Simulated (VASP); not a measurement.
Data:

```
CELL_PARAMETERS angstrom
      0.00000     2.16711     2.16711
      2.16711     0.00000     2.16711
      2.16711     2.16711     0.00000
ATOMIC_POSITIONS crystal
  Ti 0.00000 0.00000 0.00000
  C  0.50000 0.50000 0.50000
```

Computed with PBE GGA, VASP's PBE PAW potentials (set 64) (plane waves; VASP). Settings: 600 eV cut-off, 14×14×14 Γ-centred mesh, first-order Methfessel-Paxton smearing of 0.10 eV, potentials Ti_sv C.

Energy and stress use the plane-wave basis of the starting cell.

Task: The ions, cell shape and volume at an external pressure of 20.0 GPa are relaxed. Which structure does the run end with?

Result: 
```
CELL_PARAMETERS angstrom
      0.00000     2.11709     2.11709
      2.11709     0.00000     2.11709
      2.11709     2.11709     0.00000
ATOMIC_POSITIONS crystal
  Ti 0.00000 0.00000 0.00000
  C  0.50000 0.50000 0.50000
```
Space group Fm-3m (225), at a tolerance of 0.03 Å.

Task: How do energy and volume change from the first to the last step?

Result: The energy (σ→0) changes by +40.1 meV/atom and the volume by -6.8 %, in 4 ionic steps.

```csv
step,E(σ→0) (eV),max force (eV/Å),pressure (GPa),volume (Å³)
1,-18.7097,0.000,-0.12,20.36
2,-18.0598,0.000,69.07,16.82
3,-18.6348,0.000,19.17,19.02
4,-18.6296,0.000,19.88,18.98
```

The compound is TiC in the rock salt structure. This run relaxes it under an external pressure of 20 GPa. Symmetry was kept, so distortions that lower it aren't found.
